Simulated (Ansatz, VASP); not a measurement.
# Mo (Mo(100)) in two plane-wave programs

Aim: how closely do two programs agree when they are given the same cell, functional and k mesh? Of the first pair: The structure shown is the start of the Ansatz relaxation below; VASP solves that cell, so the two are compared at the walk's first step.

Program: Ansatz 0.2.0. Level of theory: plane waves, with VASP 6.6.1 beside it; single point at PBE. Results are calculated unless marked as measured.

**1. The starting structure**

The cell holds 5 atoms: 5 Mo. Cell: a = 3.150 Å, b = 3.150 Å, c = 24.300 Å, α = 90.0°, β = 90.0°, γ = 90.0°. Vacuum lies along c.

**2. Ansatz: relaxation, PBE**

Ansatz runs on its default PAW (the set named soft_2) files.

The two programs are compared at the cell with which this relaxation starts, whose forces are those of its first step.

input.yaml reads:

```yaml
crystal:
  lattice:
    - [3.15, 0.0, 0.0]
    - [0.0, 3.15, 0.0]
    - [0.0, 0.0, 24.3]
  atoms:
    - { symbol: Mo, position: [0.0, 0.0, 0.3703703704] }
    - { symbol: Mo, position: [0.5, 0.5, 0.4351851852] }
    - { symbol: Mo, position: [0.0, 0.0, 0.5] }
    - { symbol: Mo, position: [0.5, 0.5, 0.5648148148] }
    - { symbol: Mo, position: [0.0, 0.0, 0.6296296296] }
kpoints:
  mp_grid: { grid: [10, 10, 1] }
hamiltonian:
  xc: pbe
scf:
  occupations: { method: fermi_dirac, width: 0.1 }
  convergence: { dr2_threshold: 1.0e-08 }
efield:
  axis: 3
  dipole_correction: true
  ramp_position: 0.97
  ramp_width: 0.06
relax:
  f_tol: 0.02
  max_steps: 60
  constraints: [{ sites: [0, 1] }]
output:
  write_potential: true
  write_density: true
  volumetric_format: npy
```

The run is started by

```sh
> ansatz run input.yaml --threads 4 --pin off --max-ram 12288MiB --backend cpu --events-out ev --progress --plain --runs-dir out
```

Numbers of over 12 decimals in the logs are rounded to 6 here.

Log:

```text
Engine: ansatz 0.2.0, x86_64-unknown-linux-gnu
Pseudopotentials: kind: paw
Pseudopotential: Mo, paw, valence charge 14, recommended cutoff 420 eV (normal), Mo.paw.azcp
Functional definition: PBE
  parameter kappa = 0.804
  parameter beta = 0.066725
  exchange = pbe_x(kappa = kappa, mu = beta*pi^2/3)
  correlation = pbe_c(beta = beta)
Crystal: 5 atoms, lattice volume = 241.117 Å³
Basis set: ecut = 420 eV, 4761 PW (Γ), exchange–correlation on 48×48×360 points (8 copies of the dense FFT grid, shifted against one another)
Bands: 42, of which v1, the nominal top of the filled ones, is band 35 counted from 1 (34 counted from 0)
Symmetry: 8 space group operations
k-points: 21 of 100
Non-local potential: Mo, projectors of the file, l = 0: 3, l = 1: 2, l = 2: 2, l = 3: 1
PAW form: soft (Blöchl's): semilocal exchange-correlation on the pseudo side does not see the compensation charge
PAW one-centre angular grid: Mo, 590 points (default); XC on 64 Gauss nodes
Initial density: superposition of atomic densities (neutral atoms: chi_scale 0, normalization atom), corrected by the library's trained network
Initial wavefunctions: pseudopotential atomic-orbital guess
Functional: x = pbe(κ = 0.804, μ = 0.219515), c = pbe(β = 0.066725)
SCF iter   1: F=—  HF=-24775.896446 eV  |F-HF|=—  |Δ(HF+E_count)|=         —  Δρ=7.96e-3  dr2=5.79e-1  ethr=1.77e-3  p=0.000 e·Å  D=1.79e-13 V/Å  ΔV_dip=-0.00 eV  dr2_dipole=1.33e-8  V_vac-E_F(+/−)=4.02/4.02 eV  ⟨swp⟩=8.5  Hψ=4171  notcnv=0
efield: sawtooth ramp at fractional position 0.9700 (set: `efield.ramp_position`, or a place that a band, a saddle search or an elastic batch's reference lends), width 0.0600; the density the first Hamiltonian is built on has a dipole p = 0.000 e·Å; the dipole correction subtracts the counter field D = 1.79e-13 V/Å, which shifts the + side's vacuum level by -0.00 eV against the − side's; the planar-averaged density in the ramp window peaks in size at 8.8e-6 e/Å³
preconditioner: auto → LDOS  [metal: Δε(μ)=0.010 eV  Ē_g=3.489 eV  σ=0.100 eV  W_gap=0.03  n_scr=44 (ndim 8)  ℏωp=13.1 eV  f_vac=0.585  D(μ)=7.62/eV (n_scr^D=62)  β→1.0]
SCF iter   2: F=—  HF=-24775.865441 eV  |F-HF|=—  |Δ(HF+E_count)|=   3.10e-2  Δρ=3.98e-3  dr2=7.06e-2  ethr=8.27e-4  p=-0.000 e·Å  D=-1.97e-6 V/Å  ΔV_dip=0.00 eV  dr2_dipole=3.25e-8  V_vac-E_F(+/−)=3.96/3.96 eV  ⟨swp⟩=2.1  Hψ=1189  notcnv=0
SCF iter   3: F=—  HF=-24775.861367 eV  |F-HF|=—  |Δ(HF+E_count)|=   4.07e-3  Δρ=1.53e-3  dr2=1.08e-2  ethr=1.01e-4  p=-0.000 e·Å  D=-1.78e-6 V/Å  ΔV_dip=0.00 eV  dr2_dipole=7.75e-10  V_vac-E_F(+/−)=3.96/3.96 eV  ⟨swp⟩=2.0  Hψ=1276  notcnv=0
SCF iter   4: F=—  HF=-24775.860733 eV  |F-HF|=—  |Δ(HF+E_count)|=   6.33e-4  Δρ=3.16e-4  dr2=7.11e-4  ethr=1.54e-5  p=-0.000 e·Å  D=-9.45e-7 V/Å  ΔV_dip=0.00 eV  dr2_dipole=1.72e-13  V_vac-E_F(+/−)=3.97/3.97 eV  ⟨swp⟩=2.2  Hψ=1152  notcnv=0
SCF iter   5: F=—  HF=-24775.860760 eV  |F-HF|=—  |Δ(HF+E_count)|=   2.65e-5  Δρ=9.32e-5  dr2=3.12e-5  ethr=1.02e-6  p=-0.000 e·Å  D=-5.12e-7 V/Å  ΔV_dip=0.00 eV  dr2_dipole=1.14e-13  V_vac-E_F(+/−)=3.97/3.97 eV  ⟨swp⟩=2.2  Hψ=1159  notcnv=0
SCF iter   6: F=—  HF=-24775.860790 eV  |F-HF|=—  |Δ(HF+E_count)|=   3.06e-5  Δρ=3.51e-5  dr2=4.28e-6  ethr=4.45e-8  p=-0.000 e·Å  D=-1.94e-7 V/Å  ΔV_dip=0.00 eV  dr2_dipole=9.63e-13  V_vac-E_F(+/−)=3.97/3.97 eV  ⟨swp⟩=2.5  Hψ=1330  notcnv=0
SCF iter   7: F=—  HF=-24775.861109 eV  |F-HF|=—  |Δ(HF+E_count)|=   3.19e-4  Δρ=1.21e-5  dr2=1.27e-6  ethr=6.11e-9  p=-0.000 e·Å  D=-8.39e-8 V/Å  ΔV_dip=0.00 eV  dr2_dipole=4.57e-12  V_vac-E_F(+/−)=3.97/3.97 eV  ⟨swp⟩=2.4  Hψ=1474  notcnv=0
SCF iter   8: F=—  HF=-24775.861110 eV  |F-HF|=—  |Δ(HF+E_count)|=   5.38e-7  Δρ=3.87e-6  dr2=7.60e-8  ethr=1.81e-9  p=-0.000 e·Å  D=-4.11e-8 V/Å  ΔV_dip=0.00 eV  dr2_dipole=4.30e-16  V_vac-E_F(+/−)=3.97/3.97 eV  ⟨swp⟩=2.4  Hψ=1373  notcnv=0
SCF iter   9: F=—  HF=-24775.861110 eV  |F-HF|=—  |Δ(HF+E_count)|=   1.23e-7  Δρ=1.46e-6  dr2=1.25e-8  ethr=1.43e-11  p=-0.000 e·Å  D=-2.76e-8 V/Å  ΔV_dip=0.00 eV  dr2_dipole=2.09e-12  V_vac-E_F(+/−)=3.97/3.97 eV  ⟨swp⟩=11.0  Hψ=6623  notcnv=0
SCF iter  10: F=-24775.861110 eV  HF=-24775.861110 eV  |F-HF|=1.40e-9  |Δ(HF+E_count)|=   8.33e-9  Δρ=6.26e-7  dr2=2.95e-9  ethr=1.43e-11  p=-0.000 e·Å  D=-1.94e-9 V/Å  ΔV_dip=0.00 eV  dr2_dipole=5.17e-14  V_vac-E_F(+/−)=3.97/3.97 eV  ⟨swp⟩=9.7  Hψ=5885  notcnv=0
SCF 1 converged in 10 iterations: F = -24775.861110 eV  dr2 = 2.95e-9
  greatest PAW one-centre occupation: 0.998 electrons in one spin orbital (limit 2), on the Mo atom at site 0 (counted from 0), in its partial waves of l = 0
relax step   1: F+E_penalty+E_count = -24775.86111004 eV  Δ(F+E_penalty+E_count) = +0.000e0 eV  max|allowed force component| = 1.258e0 eV/Å  Δτ_max = 0.0000 Å  (10 SCF iters, accepted)
Initial density: handed on by an earlier stage of this run
Initial wavefunctions: those handed on with the density
[...]
SCF iter   1: F=—  HF=-24775.993319 eV  |F-HF|=—  |Δ(HF+E_count)|=         —  Δρ=1.89e-3  dr2=5.69e-2  ethr=8.38e-4  p=0.005 e·Å  D=3.92e-3 V/Å  ΔV_dip=-0.10 eV  dr2_dipole=1.53e-2  V_vac-E_F(+/−)=3.89/3.99 eV  ⟨swp⟩=2.0  Hψ=1318  notcnv=0
efield: sawtooth ramp at fractional position 0.9700 (set: `efield.ramp_position`, or a place that a band, a saddle search or an elastic batch's reference lends), width 0.0600; the density the first Hamiltonian is built on has a dipole p = 0.005 e·Å; the dipole correction subtracts the counter field D = 3.92e-3 V/Å, which shifts the + side's vacuum level by -0.10 eV against the − side's; the planar-averaged density in the ramp window peaks in size at 6.0e-7 e/Å³
preconditioner: auto → LDOS  [metal: Δε(μ)=0.021 eV  Ē_g=3.591 eV  σ=0.100 eV  W_gap=0.05  n_scr=44 (ndim 8)  ℏωp=13.1 eV  f_vac=0.591  D(μ)=7.33/eV (n_scr^D=54)  β→1.0]
SCF iter   2: F=—  HF=-24775.992261 eV  |F-HF|=—  |Δ(HF+E_count)|=   1.06e-3  Δρ=7.92e-4  dr2=5.94e-3  ethr=8.12e-5  p=0.006 e·Å  D=4.33e-3 V/Å  ΔV_dip=-0.11 eV  dr2_dipole=8.14e-4  V_vac-E_F(+/−)=3.88/3.99 eV  ⟨swp⟩=1.1  Hψ=1052  notcnv=0
SCF iter   3: F=—  HF=-24775.992178 eV  |F-HF|=—  |Δ(HF+E_count)|=   8.34e-5  Δρ=7.74e-4  dr2=3.70e-3  ethr=8.48e-6  p=0.006 e·Å  D=4.15e-3 V/Å  ΔV_dip=-0.10 eV  dr2_dipole=5.37e-5  V_vac-E_F(+/−)=3.89/3.99 eV  ⟨swp⟩=2.6  Hψ=1457  notcnv=0
SCF iter   4: F=—  HF=-24775.991881 eV  |F-HF|=—  |Δ(HF+E_count)|=   2.97e-4  Δρ=1.19e-4  dr2=7.40e-5  ethr=5.28e-6  p=0.006 e·Å  D=4.14e-3 V/Å  ΔV_dip=-0.10 eV  dr2_dipole=2.31e-8  V_vac-E_F(+/−)=3.89/3.99 eV  ⟨swp⟩=2.2  Hψ=1129  notcnv=0
SCF iter   5: F=—  HF=-24775.991879 eV  |F-HF|=—  |Δ(HF+E_count)|=   1.94e-6  Δρ=2.70e-5  dr2=3.87e-6  ethr=1.06e-7  p=0.005 e·Å  D=4.06e-3 V/Å  ΔV_dip=-0.10 eV  dr2_dipole=7.70e-10  V_vac-E_F(+/−)=3.89/3.99 eV  ⟨swp⟩=2.7  Hψ=1339  notcnv=0
SCF iter   6: F=—  HF=-24775.992197 eV  |F-HF|=—  |Δ(HF+E_count)|=   3.18e-4  Δρ=8.43e-6  dr2=3.97e-7  ethr=5.53e-9  p=0.005 e·Å  D=3.98e-3 V/Å  ΔV_dip=-0.10 eV  dr2_dipole=4.16e-8  V_vac-E_F(+/−)=3.89/3.99 eV  ⟨swp⟩=2.5  Hψ=1459  notcnv=0
SCF iter   7: F=—  HF=-24775.992197 eV  |F-HF|=—  |Δ(HF+E_count)|=   2.16e-7  Δρ=4.88e-6  dr2=1.79e-7  ethr=5.68e-10  p=0.005 e·Å  D=3.91e-3 V/Å  ΔV_dip=-0.10 eV  dr2_dipole=1.47e-8  V_vac-E_F(+/−)=3.89/3.99 eV  ⟨swp⟩=2.8  Hψ=1651  notcnv=0
SCF iter   8: F=—  HF=-24775.992197 eV  |F-HF|=—  |Δ(HF+E_count)|=   1.89e-8  Δρ=1.42e-6  dr2=1.19e-8  ethr=2.55e-10  p=0.005 e·Å  D=3.88e-3 V/Å  ΔV_dip=-0.09 eV  dr2_dipole=1.76e-11  V_vac-E_F(+/−)=3.90/3.99 eV  ⟨swp⟩=2.4  Hψ=1339  notcnv=0
SCF iter   9: F=-24775.992197 eV  HF=-24775.992197 eV  |F-HF|=4.44e-10  |Δ(HF+E_count)|=   9.29e-9  Δρ=5.59e-7  dr2=2.80e-9  ethr=1.43e-11  p=0.005 e·Å  D=3.86e-3 V/Å  ΔV_dip=-0.09 eV  dr2_dipole=3.55e-12  V_vac-E_F(+/−)=3.90/3.99 eV  ⟨swp⟩=9.6  Hψ=6218  notcnv=0
SCF 5 converged in 9 iterations: F = -24775.992197 eV  dr2 = 2.80e-9
relax step   5: F+E_penalty+E_count = -24775.99219688 eV  Δ(F+E_penalty+E_count) = -1.065e-3 eV  max|allowed force component| = 2.880e-3 eV/Å  Δτ_max = 0.0189 Å  (9 SCF iters, accepted)
NSCF: frozen V_eff on 21 k-points
the band table was solved once a step of the walk had ended and its energy, with any forces and stress, was formed, with the checks that follow a solve (4079 applications of the Hamiltonian). They found nothing against the state; the energy, forces and stress were not computed again (output.eigenvalues in the input reference)
WARN: The output density's exchange-correlation potential varies sharply where the density is thin. Do not read a vacuum level from v_tot or v_xc, or from such a field of the output density. On a cell that repeats whose density bears no net charge and no dipole along the vacuum's axis use v_es (v_loc + v_h of the components); under efield.dipole_correction with no amplitude use v_es + v_field, which holds any externa [...]
SCF converged after 9 iterations
Free energy (F): -24775.992197 eV
Harris-Foulkes:  -24775.992197 eV  (|F-HF|=4.44e-10)
Internal energy: -24775.766168 eV  (E = F + TS)
E sigma→0 (E₀):  -24775.879182 eV
Entropy (-TS):   -0.226029 eV (-45.206 meV/atom)
Fermi energy:    4.231401 eV
Dipole field:    D = 0.003862 V/Å  (p = 0.005146 e·Å, saw-weighted, corrected)
Work function:   Φ+ = 3.8960 eV   Φ− = 3.9899 eV
Levels:          The Fermi level and band energies are counted from a zero that moves with the ramp; work functions are not
--- Per-component energies (eV) ---
  E_band       = -1435.687098
  E_kinetic    = 2198.460836
  E_local      = -88403.848421  (includes V_loc(G=0)·N_el)
  E_nonlocal   = 718.411368
  E_hartree    = 42955.055604
  E_xc         = -912.031080
  E_vxc        = -1137.644111  (∫ρ·V_xc dr)
  E_paw        = -16007.338040  (= ΣΔE_a)
  E_vpaw       = -721.196468  (= ΣTr[D̂ρ^β])
  E_aug_tail   = 0.000214  (compensation charges beyond the density's cutoff)
  E_efield     = 0.000010  (sawtooth field / dipole correction)
  E_vefield    = 0.007420  (∫n·V_field dr)
  E_ewald      = 34675.523343
  E_smearing   = -0.226029  (= −TS)
  E_closure    = -0.000000  (closes the sum)
  Σ components = -24775.992197   (vs F -24775.992197, Δ=0.00e0)
--- Forces (eV/Å), atoms counted from 1 ---
  atom   1  Mo     0.00000000     0.00000000     1.03581006
  atom   2  Mo    -0.00000000     0.00000000    -1.03138642
  atom   3  Mo     0.00000000     0.00000000    -0.00086031
  atom   4  Mo    -0.00000000     0.00000000    -0.00067844
  atom   5  Mo    -0.00000000     0.00000000    -0.00288035
  max |Σ_I F_I| component: 4.55e-6 eV/Å
--- Band table (eV; the first three rows and the last of 21) ---
  k-point 0: bands = [... 31 lower, 3.4378, 3.4378, 3.9393, 4.0772, 4.1522, 4.1643, 4.1643, 4.2014, ... 3 higher]
  k-point 1: bands = [... 31 lower, 3.4407, 3.5693, 3.6894, 3.7174, 4.1919, 4.3343, 4.6194, 4.8258, ... 3 higher]
  k-point 2: bands = [... 31 lower, 3.1462, 3.4134, 3.4406, 3.5596, 4.5981, 4.7522, 4.8625, 4.9135, ... 3 higher]
  k-point 20: bands = [... 31 lower, 3.5901, 3.5901, 5.6610, 5.7593, 6.0472, 6.0472, 6.2075, 6.3636, ... 3 higher]
--- Relaxed structure (5 steps of the walk, 5 accepted, 0 SCFs on fresh bases) ---
  F+E_penalty+E_count = -24775.99219688 eV   max|allowed force component| = 2.880e-3 eV/Å
  atoms:
    - { symbol: Mo, position: [0.0, 0.0, 0.3703703704] }
    - { symbol: Mo, position: [0.5, 0.5, 0.4351851852] }
    - { symbol: Mo, position: [0, 0.0, 0.498811] }
    - { symbol: Mo, position: [0.5, 0.5, 0.566478] }
    - { symbol: Mo, position: [0, 0.0, 0.623523] }
```

(Continued in part 2 of 2.)

[Lines on the potential files, build, host, timing and source positions are cut from VASP's logs without a mark.]

[Logs are printed without paths, hosts, clocks, repeated set-up lines and the standing remarks that a program may print on its own settings, such as how far it seeks lower states.]

[Hosts, paths, dates, database ids (printed as entryN), source tags and the programs' standing remarks are cut or masked in the printed files.]
